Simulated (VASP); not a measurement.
OSZICAR of a VASP run on Re (hcp):

**OSZICAR**
```
       N       E                     dE             d eps       ncg     rms          rms(c)
DAV:   1     0.920536309252E+02    0.92054E+02   -0.61191E+03  3414   0.128E+03
DAV:   2    -0.205504498249E+02   -0.11260E+03   -0.10159E+03  4619   0.473E+02
DAV:   3    -0.285989100011E+02   -0.80485E+01   -0.69731E+01  5032   0.150E+02
DAV:   4    -0.289412009169E+02   -0.34229E+00   -0.31022E+00  5098   0.228E+01
DAV:   5    -0.289495824012E+02   -0.83815E-02   -0.74906E-02  5026   0.264E+00    0.455E+01
DAV:   6    -0.278883437147E+02    0.10612E+01   -0.10277E+00  5173   0.180E+01    0.199E+01
DAV:   7    -0.275349779068E+02    0.35337E+00   -0.73124E-01  5246   0.146E+01    0.427E-01
DAV:   8    -0.275245024240E+02    0.10475E-01   -0.85182E-03  5169   0.107E+00    0.171E-01
DAV:   9    -0.275237073906E+02    0.79503E-03   -0.48690E-04  4433   0.256E-01    0.402E-02
DAV:  10    -0.275236967929E+02    0.10598E-04   -0.66182E-05  4762   0.863E-02    0.304E-02
DAV:  11    -0.275236968897E+02   -0.96797E-07   -0.98721E-07  2892   0.259E-02
   1 F= -.26635741E+02 E0= -.26635742E+02  d E =-.266357E+02
```

Task: Which electronic solver shows in the log?

Result: It is blocked Davidson (ALGO = Normal, or the opening steps of other solvers). The INCAR had ALGO = Normal.

Task: Can the final energy be trusted as converged?

Result: The calculation finished and met its thresholds. It stopped with EDIFF = 1E-6, NELM = 100, NSW = 40 and EDIFFG = -0.02 after 1 ionic step (LDA (Ceperley-Alder, Perdew-Zunger), plane waves, VASP's LDA PAW potentials (set 64)).

The compound is Re in the hcp structure. It was relaxed first under an external pressure of 5 GPa.
